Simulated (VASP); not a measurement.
An input for Quantum ESPRESSO's pw.x (written as the equivalent of a VASP run, and not itself run):

```
&CONTROL
  calculation = 'vc-relax'
  pseudo_dir = './pseudo'
  outdir = './out'
  tprnfor = .true.
  tstress = .true.
  nstep = 40
  forc_conv_thr = 0.00078
/
&SYSTEM
  ibrav = 0
  nat = 1
  ntyp = 1
  ecutwfc = 68
  occupations = 'smearing'
  smearing = 'methfessel-paxton'
  degauss = 0.00735
  input_dft = 'pbe'
/
&ELECTRONS
  conv_thr = 7.3e-08
  electron_maxstep = 100
/
&IONS
/
&CELL
  press = 450
/
ATOMIC_SPECIES
  Sr 87.620 Sr.upf
CELL_PARAMETERS angstrom
     0.0000000    2.3031123    2.3031123
     2.3031123    0.0000000    2.3031123
     2.3031123    2.3031123   -0.0000000
ATOMIC_POSITIONS crystal
  Sr   0.0000000  0.0000000  0.0000000
K_POINTS automatic
  14 14 14 0 0 0
```

Question: Write the VASP files for the same calculation (PBE).

Answer: One answer among several that fit: 
### KPOINTS
```
Automatic mesh
0
G
 14 14 14
```

**INCAR**
```
SYSTEM = Sr
PREC = Accurate
ENCUT = 500
EDIFF = 1E-6
NELM = 100
ALGO = Normal
LREAL = .FALSE.
LASPH = .TRUE.
ISMEAR = 1
SIGMA = 0.1
GGA = PE
LMAXMIX = 4
LWAVE = .FALSE.
LCHARG = .FALSE.
IBRION = 2
ISIF = 3
NSW = 40
EDIFFG = -0.02
PSTRESS = 450
```

POSCAR:
```
Sr
1
    0.0000000000     2.3031122511     2.3031122511
    2.3031122511     0.0000000000     2.3031122511
    2.3031122511     2.3031122511    -0.0000000000
Sr
1
Direct
  0.0000000000   0.0000000000   0.0000000000
```

POTCAR, in this order: Sr_sv (PBE.64 set). Program: vasp_std.

Limits of the translation: the potentials are each code's own (VASP's PAW set, PseudoDojo norm-conserving files in pw.x), so ENCUT and ecutwfc are chosen apart and not converted; conv_thr bounds pw.x's estimated SCF error, while EDIFF bounds the energy change between steps; forc_conv_thr acts on force components and is met together with etot_conv_thr.

The compound is Sr in the fcc structure. This run relaxes it under an external pressure of 45 GPa. Symmetry was kept, so distortions that lower it aren't found.
